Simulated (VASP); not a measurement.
Consider the following.

```yaml
crystal:
  lattice:
    - [0.00000, 2.29997, 2.29997]
    - [2.29997, 0.00000, 2.29997]
    - [2.29997, 2.29997, 0.00000]
  atoms:
    - { symbol: Li, position: [0.25000, 0.25000, 0.25000] }
    - { symbol: Li, position: [0.75000, 0.75000, 0.75000] }
    - { symbol: O, position: [0.00000, 0.00000, 0.00000] }
```

These are optB88-vdW, VASP's PBE PAW potentials (set 64) (plane waves; VASP) values and carry that method's errors. Settings: 520 eV cut-off, 9×9×9 Γ-centred mesh, tetrahedra with Blöchl corrections, potentials Li_sv O.

Problem. What does the run give for the energy per atom (σ→0)?

Solution. 
```
Property                        Value
---------------------  --------------
energy per atom (σ→0)  -3774 meV/atom
```

Total energies compare only between runs with the same potentials, cut-off and functional.

The compound is Li2O in the antifluorite structure. It was relaxed first.
